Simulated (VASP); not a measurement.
# CoSn with PBE: from relaxation to properties, part 5 of 9

Aim: relax CoSn with PBE, compute its properties on that cell and hold them against experiment. The start is a computed cell from the Materials Project.

VASP 6.6.1, plane waves and PAW; the level of theory is named at each step.

Still holding for the runs below: This run allows spin, but its moments start at zero, where symmetry between the spins tends to hold them, which is where the search above led. Its electron count is odd, so without a moment it is a metal by construction. The k-mesh is coarse for a metal.

So far. Step 8 (Full relaxation (PBE)): It ends with forces that vanish by symmetry and a pressure of 0.04 GPa. Step 9 (Second relaxation): It ends with forces that vanish by symmetry and a pressure of -0.03 GPa. The relaxed cell has a = 5.294, c = 4.228 Å (conventional setting).

**10. Density, ELF and potential (PBE)**

Level of this step: PBE, zero-moment start; plane waves and PAW (Co, Sn_d) (VASP).

The relaxed cell gets a fresh self-consistent run, on a basis set for its own volume, to fix the density and to check the remaining stress.

The input, INCAR:

```
SYSTEM = CoSn
PREC = Accurate
ENCUT = 400
EDIFF = 1E-06
NELM = 100
ISMEAR = 1
SIGMA = 0.2
LREAL = .FALSE.
ALGO = Normal
GGA = PE
NBANDS = 45
ISPIN = 2
MAGMOM = -0 -0 -0 0 0 0
LASPH = .TRUE.
LMAXMIX = 4
LORBIT = 11
LWAVE = .FALSE.
LCHARG = .TRUE.
ISIF = 2
LELF = .TRUE.
LVHAR = .TRUE.
```

The input, POSCAR:

```
CoSn
1.0
    5.2937248327      0.0000000000      0.0000000000
   -2.6468624163      4.5845001857      0.0000000000
    0.0000000000      0.0000000000      4.2276606844
Co Sn
3 3
Direct
    0.0000000000      0.5000000000      0.0000000000
    0.5000000000      0.5000000000      0.0000000000
    0.5000000000      0.0000000000      0.0000000000
    0.6666666700      0.3333333300      0.5000000000
    0.3333333300      0.6666666700      0.5000000000
    0.0000000000      0.0000000000      0.0000000000
```

The input, KPOINTS:

```
Automatic mesh
0
Gamma
6 6 6
0 0 0
```

Potentials, in the order of the species: Co and Sn_d (PBE family, release 64).

Run with:

```sh
$ mpirun -np 8 vasp_std
```

What it wrote:

```text
[banner, memory and clock lines left out]
running    8 mpi-ranks, on    1 nodes
 distrk:  each k-point on    8 cores,    1 groups
 distr:  one band on    1 cores,    8 groups

 POSCAR found type information on POSCAR CoSn
 POSCAR found :  2 types and       6 ions
 [... a notice as in an earlier step ...]

 LDA part: xc-table for (Slater+PW92), standard interpolation
|                                                                             |
|           W    W    AA    RRRRR   N    N  II  N    N   GGGG   !!!           |
|           W    W   A  A   R    R  NN   N  II  NN   N  G    G  !!!           |
|           W    W  A    A  R    R  N N  N  II  N N  N  G       !!!           |
|           W WW W  AAAAAA  RRRRR   N  N N  II  N  N N  G  GGG   !            |
|           WW  WW  A    A  R   R   N   NN  II  N   NN  G    G                |
|           W    W  A    A  R    R  N    N  II  N    N   GGGG   !!!           |
|                                                                             |
|     The number of bands has been changed from the values supplied in        |
|     The orbitals not found in the WAVECAR file will be initialized with     |
|     random numbers, which is usually adequate. For correlated               |
|     calculations, however, you should redo the groundstate calculation.     |
|     I found NBANDS = 45. Now, NBANDS = 48.                                  |
|                                                                             |

 POSCAR, INCAR and KPOINTS ok, starting setup
 FFT: planning ... GRIDC
 FFT: planning ... GRID_SOFT
 FFT: planning ... GRID
 WAVECAR not read
 entering main loop
       N       E                     dE             d eps       ncg     rms          rms(c)
DAV:   1     0.645184301162E+03    0.64518E+03   -0.26039E+04  5640   0.194E+03
DAV:   2     0.662452403193E+02   -0.57894E+03   -0.55356E+03  5376   0.522E+02
DAV:   3    -0.308569831500E+02   -0.97102E+02   -0.94678E+02  5792   0.191E+02
DAV:   4    -0.356133863511E+02   -0.47564E+01   -0.47449E+01  6144   0.488E+01
DAV:   5    -0.357525382250E+02   -0.13915E+00   -0.13914E+00  7488   0.748E+00    0.145E+01
DAV:   6    -0.375101855335E+02   -0.17576E+01   -0.21405E+01  6328   0.467E+01    0.160E+01
DAV:   7    -0.334342803615E+02    0.40759E+01   -0.13225E+01  6400   0.360E+01    0.472E+00
DAV:   8    -0.332212841123E+02    0.21300E+00   -0.11195E+00  6328   0.702E+00    0.120E+00
DAV:   9    -0.332070024354E+02    0.14282E-01   -0.10924E-01  6312   0.327E+00    0.367E-01
DAV:  10    -0.332063428211E+02    0.65961E-03   -0.12600E-02  6328   0.858E-01    0.201E-01
DAV:  11    -0.332061334847E+02    0.20934E-03   -0.82015E-04  6768   0.209E-01    0.636E-02
DAV:  12    -0.332061831950E+02   -0.49710E-04   -0.14283E-04  6584   0.909E-02    0.195E-02
DAV:  13    -0.332061862112E+02   -0.30162E-05   -0.13160E-05  6320   0.255E-02    0.117E-02
DAV:  14    -0.332061856220E+02    0.58914E-06   -0.19279E-06  4896   0.855E-03
   1 F= -.33206186E+02 E0= -.33210993E+02  d E =0.144211E-01  mag=     0.0000
```

Wall time 14 s (8 MPI ranks of Intel Xeon 6975P-C (Granite Rapids), shared host); peak memory 1.1 GiB.

OUTCAR, selected parts (step 10):

```text
   k-points           NKPTS =     28   k-points in BZ     NKDIM =     28   number of bands    NBANDS=     48

   ENCUT  =  400.0 eV  29.40 Ry    5.42 a.u.   8.63  8.63  6.89*2*pi/ulx,y,z

   NELECT =      69.0000    total number of electrons

 E-fermi :   9.7612

 spin component 1
 k-point     1 :       0.0000    0.0000    0.0000
  band No.  band energies     occupation
    ...
     30       9.3297      1.00465
     31       9.3574      1.00752
     32       9.3574      1.00752
     33       9.3823      1.01107
     34       9.3823      1.01107
     35      10.2934     -0.00055
     36      10.3650     -0.00008
     37      11.1304     -0.00000
     38      11.1304     -0.00000
     39      12.6985     -0.00000
    ...

 k-point     2 :       0.1667   -0.0000    0.0000
  band No.  band energies     occupation
    ...
     30       9.2580      1.00108
     31       9.3455      1.00616
     32       9.3731      1.00965
     33       9.4425      1.02338
     34       9.5631      1.02409
     35      10.3104     -0.00036
     36      10.7033     -0.00000
     37      11.2673     -0.00000
     38      11.4894     -0.00000
     39      12.9192     -0.00000
    ...

  Total        0.0479411      0.0479411      0.0424527      0.0000000      0.0000000      0.0000000
  in kB        0.7486256      0.7486256      0.6629228      0.0000000      0.0000000      0.0000000
  external PRESSURE =       0.7200580 kB  Pullay stress =       0.0000000 kB

 POSITION                                       TOTAL-FORCE (eV/Angst)
 -----------------------------------------------------------------------------------
     -1.32343      2.29225      0.00000         0.000000     -0.000000      0.000000
      1.32343      2.29225      0.00000         0.000000     -0.000000      0.000000
      2.64686      0.00000      0.00000         0.000000     -0.000000      0.000000
      2.64686      1.52817      2.11383         0.000000     -0.000000     -0.000000
     -0.00000      3.05633      2.11383        -0.000000      0.000000      0.000000
      0.00000      0.00000      0.00000         0.000000     -0.000000      0.000000
 -----------------------------------------------------------------------------------
    total drift:                                0.000000      0.000000      0.000000

  FREE ENERGIE OF THE ION-ELECTRON SYSTEM (eV)
  ---------------------------------------------------
  free  energy   TOTEN  =       -33.2061856220 eV

  energy  without entropy=      -33.2206066987  energy(sigma->0) =      -33.21099265

 magnetization (x)
# of ion       s       p       d       tot
------------------------------------------
    1        0.000   0.000   0.000   0.000
    2        0.000   0.000   0.000   0.000
    3        0.000   0.000   0.000   0.000
    4       -0.000  -0.000  -0.000  -0.000
    5       -0.000  -0.000  -0.000  -0.000
    6        0.000  -0.000   0.000   0.000
--------------------------------------------------
tot         -0.000  -0.000   0.000   0.000

[... 2 parts as in an earlier step ...]

[... 17 further parts left out ...]
```

With spin, VASP writes an ELF for each channel.

Numbers from this step:

```
SCF cycles   : 14
bands        : 48
Fermi energy : 9.761 eV
pressure     : 0.07201 GPa
```

Valence electrons inside each PAW sphere by angular momentum. Sphere charges, by row:

| atom | s (e) | p (e) | d (e) | tot (e) |
| --- | --- | --- | --- | --- |
| Co1 | 0.395 | 0.451 | 7.462 | 8.308 |
| Co2 | 0.395 | 0.451 | 7.462 | 8.308 |
| Co3 | 0.395 | 0.451 | 7.462 | 8.308 |
| Sn4 | 1.13 | 1.241 | 10.06 | 12.44 |
| Sn5 | 1.13 | 1.241 | 10.06 | 12.44 |
| Sn6 | 1.162 | 1.095 | 10.04 | 12.29 |

ELF of up spins in the ab plane at fractional z = 0.000, with atoms of Co and Sn within 0.2 Å of it. It is the smooth field of the valence electrons, not physical close to the nuclei.

Ten even steps from '_' (0.00) to '@' (0.44), each cell a mean:
```
::**@@%%++::______--**@@@@==..
##@@@@%%==::....--++@@@@@@**++
@@%%%%%%**====++**%%@@@@@@@@@@
##++++**##++******++**%%@@@@%%
==::--==****++==::--++**%%##++
____::==**++--..__..--**##==::
____::++**--______..==##++..__
__..==##++::______--++**==..__
--==####++--....--++**++==....
**%%@@%%**++====********++====
%%@@@@%%%%######++==++######%%
@@%%@@@@@@%%**==----==**@@@@@@
::--##@@@@**--______--**@@@@**
==::%%@@##==______..++##@@##::
```
Columns run along a (5.3 Å), rows up along b (5.3 Å). Atoms in or near the plane, at fractional coordinates: Co at (0.00, 0.50), Co at (0.50, 0.50), Co at (0.50, 0.00), Sn at (0.00, 0.00).

Valence density in the ab plane at fractional z = 0.000, with atoms of Co and Sn within 0.2 Å of it. It is the smooth field of the valence electrons, not physical close to the nuclei.

Values in e/Å³, 14 rows by 15 columns, each cell a mean:
```
 8  3  1  0  0  2  5  7  4  1  0  0  1  4  9
 2  1  0  0  0  1  3  2  1  0  0  0  1  3  4
 1  0  0  0  0  0  1  0  0  0  0  0  1  1  1
 0  0  0  0  0  0  0  0  0  0  0  0  0  0  0
 1  1  1  0  0  0  0  1  1  1  1  0  0  0  0
 5  4  2  0  0  0  1  4  5  3  1  0  0  1  2
 8  5  1  0  0  1  4  8  7  3  1  0  0  2  6
 6  2  1  0  0  1  5  7  4  1  0  0  1  3  7
 2  1  0  0  0  1  3  2  1  0  0  0  1  2  3
 0  0  0  0  0  1  1  0  0  0  0  0  0  1  1
 0  0  0  0  0  0  0  0  0  0  0  0  0  0  0
 2  2  1  1  0  0  0  1  1  1  0  0  0  0  1
 6  6  3  1  0  0  1  3  5  3  1  0  0  1  3
11  7  2  0  0  1  4  8  8  3  1  0  1  3  8
```
Columns run along a (5.3 Å), rows up along b (5.3 Å). Atoms in or near the plane, at fractional coordinates: Co at (0.00, 0.50), Co at (0.50, 0.50), Co at (0.50, 0.00), Sn at (0.00, 0.00).

Electrostatic potential energy in the ab plane at fractional z = 0.000, with atoms of Co and Sn within 0.2 Å of it. With pseudopotentials it is smooth inside the atoms' cores, unlike the true potential.

Ten even steps from '0' (-99 eV) to '9' (1 eV), each cell a mean:
```
037997203899620
479998668999632
899999999999877
999999999999999
878999987899999
337999842589996
027998400599971
169997203899851
799998568999865
999999999999999
988999999999999
556899988899998
114899842589973
004898400599840
```
Columns run along a (5.3 Å; values clipped at the 3rd and 97th percentile), rows up along b (5.3 Å). Atoms in or near the plane, at fractional coordinates: Co at (0.00, 0.50), Co at (0.50, 0.50), Co at (0.50, 0.00), Sn at (0.00, 0.00).

In this run the pressure is 0.07 GPa, small enough to go on; single stress components reach 0.07 GPa.

**11. Bands along the symmetry lines (PBE)**

Levels along the symmetry lines show where the bands peak and cross; KPOINTS_OPT computes them in the converged potential.

INCAR: that of step 10 with these lines changed.

```diff
@@ -10,3 +10,3 @@
 GGA = PE
-NBANDS = 45
+NBANDS = 55
 ISPIN = 2
@@ -17,5 +17,3 @@
 LWAVE = .FALSE.
-LCHARG = .TRUE.
-ISIF = 2
-LELF = .TRUE.
-LVHAR = .TRUE.
+LCHARG = .FALSE.
+KPAR = 8
```

POSCAR is that of step 10.

KPOINTS is that of step 10.

The input, KPOINTS_OPT:

```
Line mode
16
Line-mode
Reciprocal
  0.00000000   0.00000000   0.00000000 GAMMA
  0.50000000   0.00000000   0.00000000 M

  0.50000000   0.00000000   0.00000000 M
  0.33333333   0.33333333   0.00000000 K

  0.33333333   0.33333333   0.00000000 K
  0.00000000   0.00000000   0.00000000 GAMMA

  0.00000000   0.00000000   0.00000000 GAMMA
  0.00000000   0.00000000   0.50000000 A

  0.00000000   0.00000000   0.50000000 A
  0.50000000   0.00000000   0.50000000 L

  0.50000000   0.00000000   0.50000000 L
  0.33333333   0.33333333   0.50000000 H

  0.33333333   0.33333333   0.50000000 H
  0.00000000   0.00000000   0.50000000 A

  0.50000000   0.00000000   0.50000000 L
  0.50000000   0.00000000   0.00000000 M

  0.33333333   0.33333333   0.00000000 K
  0.33333333   0.33333333   0.50000000 H
```

Run with:

```sh
$ mpirun -np 8 vasp_std
```

What it wrote:

```text
[... set-up lines as in an earlier step ...]
 entering main loop
       N       E                     dE             d eps       ncg     rms          rms(c)
DAV:   1     0.653952357198E+03    0.65395E+03   -0.24660E+04  6537   0.170E+03
DAV:   2     0.744425638821E+02   -0.57951E+03   -0.54512E+03  6160   0.470E+02
DAV:   3    -0.300809072694E+02   -0.10452E+03   -0.10105E+03  6584   0.172E+02
DAV:   4    -0.355987854249E+02   -0.55179E+01   -0.54996E+01  7036   0.454E+01
DAV:   5    -0.357527129497E+02   -0.15393E+00   -0.15390E+00  8615   0.682E+00    0.145E+01
DAV:   6    -0.375200070474E+02   -0.17673E+01   -0.15206E+01  7396   0.408E+01    0.161E+01
DAV:   7    -0.334525682401E+02    0.40674E+01   -0.10644E+01  7404   0.314E+01    0.464E+00
DAV:   8    -0.332145610151E+02    0.23801E+00   -0.81273E-01  7778   0.603E+00    0.994E-01
DAV:   9    -0.332067755937E+02    0.77854E-02   -0.85667E-02  7565   0.243E+00    0.309E-01
DAV:  10    -0.332061845948E+02    0.59100E-03   -0.98188E-03  7115   0.681E-01    0.150E-01
DAV:  11    -0.332061587718E+02    0.25823E-04   -0.58258E-04  7824   0.165E-01    0.532E-02
DAV:  12    -0.332061843567E+02   -0.25585E-04   -0.83009E-05  7776   0.707E-02    0.167E-02
DAV:  13    -0.332061862486E+02   -0.18919E-05   -0.99236E-06  7030   0.183E-02    0.104E-02
DAV:  14    -0.332061853501E+02    0.89849E-06   -0.15490E-06  5873   0.669E-03
   1 F= -.33206185E+02 E0= -.33210992E+02  d E =0.144191E-01  mag=    -0.0000
 Start KPOINTS_OPT (optional k-point list driver)
k-point batch [1-28\144]
       N       E                     dE             ncg
DAV:   1     0.166645574532E+05   -0.80848E+04     6539
DAV:   2     0.872036933746E+03   -0.15793E+05     6160
DAV:   3    -0.197005085824E+04   -0.28421E+04     6521
DAV:   4    -0.211870206340E+04   -0.14865E+03     6887
DAV:   5    -0.212295705295E+04   -0.42550E+01     8696
DAV:   6    -0.212307492661E+04   -0.11787E+00     9329
DAV:   7    -0.212307681548E+04   -0.18889E-02     8883
DAV:   8    -0.212307690705E+04   -0.91576E-04     7826
DAV:   9    -0.212307690876E+04   -0.17117E-05     4450
DAV:  10    -0.212307690917E+04   -0.40242E-06     4151
[...]
k-point batch [141-144\144]
       N       E                     dE             ncg
DAV:   1     0.386051033710E+05   -0.51290E+04      926
DAV:   2     0.363801768426E+05   -0.22249E+04      880
DAV:   3     0.359966848797E+05   -0.38349E+03      943
DAV:   4     0.359769621770E+05   -0.19723E+02     1059
DAV:   5     0.359763942332E+05   -0.56794E+00     1269
DAV:   6     0.359763788901E+05   -0.15343E-01     1315
DAV:   7     0.359763786014E+05   -0.28875E-03     1284
DAV:   8     0.359763785904E+05   -0.10997E-04     1082
DAV:   9     0.359763785902E+05   -0.21685E-06      671
```

It took 51 s on 8 MPI ranks; peak memory 3.5 GiB; 6.7 min of CPU time.

OUTCAR, selected parts (step 11):

```text
   k-points           NKPTS =     28   k-points in BZ     NKDIM =     28   number of bands    NBANDS=     55

   NELECT =      69.0000    total number of electrons

 E-fermi :   9.7612

 spin component 1
 k-point     1 :       0.0000    0.0000    0.0000
  band No.  band energies     occupation
    ...
     30       9.3297      1.00465
     31       9.3575      1.00752
     32       9.3575      1.00752
     33       9.3824      1.01108
     34       9.3824      1.01108
     35      10.2935     -0.00055
     36      10.3651     -0.00008
     37      11.1305     -0.00000
     38      11.1305     -0.00000
     39      12.6987     -0.00000
    ...

 k-point     2 :       0.1667   -0.0000    0.0000
  band No.  band energies     occupation
    ...
     30       9.2580      1.00108
     31       9.3456      1.00616
     32       9.3732      1.00965
     33       9.4426      1.02339
     34       9.5632      1.02409
     35      10.3105     -0.00036
     36      10.7034     -0.00000
     37      11.2674     -0.00000
     38      11.4894     -0.00000
     39      12.9193     -0.00000
    ...

  Total        0.0497316      0.0497316      0.0452472      0.0000000     -0.0000000      0.0000000
  in kB        0.7765862      0.7765862      0.7065593      0.0000000     -0.0000000      0.0000000
  external PRESSURE =       0.7532439 kB  Pullay stress =       0.0000000 kB

 POSITION                                       TOTAL-FORCE (eV/Angst)
 -----------------------------------------------------------------------------------
     -1.32343      2.29225      0.00000         0.000000      0.000000     -0.000000
      1.32343      2.29225      0.00000         0.000000      0.000000     -0.000000
      2.64686      0.00000      0.00000         0.000000      0.000000     -0.000000
      2.64686      1.52817      2.11383         0.000000      0.000000      0.000000
     -0.00000      3.05633      2.11383        -0.000000      0.000000     -0.000000
      0.00000      0.00000      0.00000         0.000000      0.000000     -0.000000
 -----------------------------------------------------------------------------------
    total drift:                                0.000000      0.000000      0.000000

  FREE ENERGIE OF THE ION-ELECTRON SYSTEM (eV)
  ---------------------------------------------------
  free  energy   TOTEN  =       -33.2061853501 eV

  energy  without entropy=      -33.2206044587  energy(sigma->0) =      -33.21099172

 magnetization (x)
# of ion       s       p       d       tot
------------------------------------------
    1        0.000  -0.000  -0.000  -0.000
    2        0.000  -0.000  -0.000  -0.000
    3        0.000  -0.000  -0.000  -0.000
    4       -0.000   0.000  -0.000  -0.000
    5       -0.000   0.000  -0.000  -0.000
    6        0.000   0.000   0.000   0.000
--------------------------------------------------
tot          0.000   0.000  -0.000  -0.000

[... 8 parts as in an earlier step ...]

[... 9 further parts left out ...]
```

Spin-orbit coupling is off here; it can split and shift levels that hold much weight on Sn by tenths of an eV or more.

This step gave:

| Property | Result |
| --- | --- |
| bands | 55 |
| pressure | 0.07532 GPa |

Both spin channels agree. Electronic bands along the path, in eV, zero at the Fermi level; # counts the bands kept in this run, so #1 is VASP's band 16:

| point | #16 | #17 | #18 | #19 | #20 | #21 | #22 | #23 |
| --- | --- | --- | --- | --- | --- | --- | --- | --- |
| Γ | -0.40 | -0.40 | -0.38 | -0.38 | 0.53 | 0.60 | 1.37 | 1.37 |
| 0.47 of the way | -0.45 | -0.39 | -0.28 | -0.02 | 0.59 | 1.09 | 1.69 | 2.16 |
| M | -0.60 | -0.39 | -0.38 | 0.74 | 1.02 | 1.65 | 1.80 | 2.47 |
| 0.47 of the way | -0.74 | -0.47 | -0.25 | 0.78 | 1.22 | 1.41 | 1.88 | 2.16 |
| K | -0.95 | -0.57 | -0.15 | 1.06 | 1.35 | 1.35 | 1.85 | 1.85 |
| 0.53 of the way | -0.47 | -0.44 | -0.27 | 0.12 | 0.60 | 1.04 | 2.09 | 2.37 |
| Γ | -0.40 | -0.40 | -0.38 | -0.38 | 0.53 | 0.60 | 1.37 | 1.37 |
| 0.47 of the way | -0.42 | -0.42 | -0.40 | -0.40 | 0.50 | 0.53 | 0.66 | 0.66 |
| A | -0.90 | -0.48 | -0.46 | -0.46 | -0.36 | -0.36 | -0.11 | 0.53 |
| 0.47 of the way | -0.91 | -0.53 | -0.47 | -0.43 | -0.18 | -0.16 | 0.23 | 0.86 |
| L | -0.92 | -0.67 | -0.47 | -0.41 | -0.36 | -0.11 | 0.45 | 1.26 |
| 0.47 of the way | -0.92 | -0.64 | -0.51 | -0.46 | -0.43 | -0.09 | 0.76 | 1.84 |
| H | -0.71 | -0.71 | -0.59 | -0.59 | -0.46 | -0.10 | 1.32 | 3.36 |
| 0.53 of the way | -0.91 | -0.53 | -0.48 | -0.44 | -0.17 | -0.15 | 0.36 | 1.13 |
| A | -0.90 | -0.48 | -0.46 | -0.46 | -0.36 | -0.36 | -0.11 | 0.53 |
| jump to L | -0.92 | -0.67 | -0.47 | -0.41 | -0.36 | -0.11 | 0.45 | 1.26 |
| 0.47 of the way | -0.50 | -0.44 | -0.37 | -0.37 | -0.02 | 0.45 | 1.53 | 1.66 |
| M | -0.60 | -0.39 | -0.38 | 0.74 | 1.02 | 1.65 | 1.80 | 2.47 |
| jump to K | -0.95 | -0.57 | -0.15 | 1.06 | 1.35 | 1.35 | 1.85 | 1.85 |
| 0.47 of the way | -0.81 | -0.70 | -0.13 | 0.06 | 0.06 | 0.33 | 1.71 | 1.84 |
| H | -0.71 | -0.71 | -0.59 | -0.59 | -0.46 | -0.10 | 1.32 | 3.36 |

Of the projections kept (Co, Sn), the largest for each band there, as a share of the weight inside these atoms' spheres; weight between the spheres isn't counted:

| point | #16 | #17 | #18 | #19 | #20 | #21 | #22 | #23 |
| --- | --- | --- | --- | --- | --- | --- | --- | --- |
| Γ | Co 0.98 | Co 0.98 | Co 0.99 | Co 0.99 | Co 1.00 | Co 0.81 | Co 0.87 | Co 0.87 |
| M | Co 0.93 | Co 0.99 | Co 1.00 | Co 0.96 | Co 0.74 | Sn 0.54 | Co 0.61 | Co 0.61 |
| K | Co 0.98 | Co 0.98 | Co 0.99 | Co 0.74 | Co 0.67 | Co 0.67 | Co 0.70 | Co 0.70 |
| Γ | Co 0.98 | Co 0.98 | Co 0.99 | Co 0.99 | Co 1.00 | Co 0.81 | Co 0.87 | Co 0.87 |
| A | Co 0.96 | Co 1.00 | Co 0.99 | Co 0.99 | Co 0.98 | Co 0.98 | Sn 1.00 | Co 1.00 |
| L | Co 0.96 | Co 0.90 | Co 0.99 | Co 0.87 | Co 1.00 | Co 0.91 | Co 0.72 | Co 0.89 |

There is no gap at this level.

(Continued in part 6 of 9.)

[Lines on the potential files, build, host, timing and source positions are cut from VASP's logs without a mark.]

[Logs are printed without paths, hosts, clocks, repeated set-up lines and the standing remarks that a program may print on its own settings, such as how far it seeks lower states.]

[Hosts, paths, dates, database ids (printed as entryN), source tags and the programs' standing remarks are cut or masked in the printed files.]

[A measured line is paired with the nearest computed mode of its activity, which favours agreement.]

[In band tables of VASP the shares of atoms and orbitals are scaled to a sum of 1 inside the atoms' spheres.]
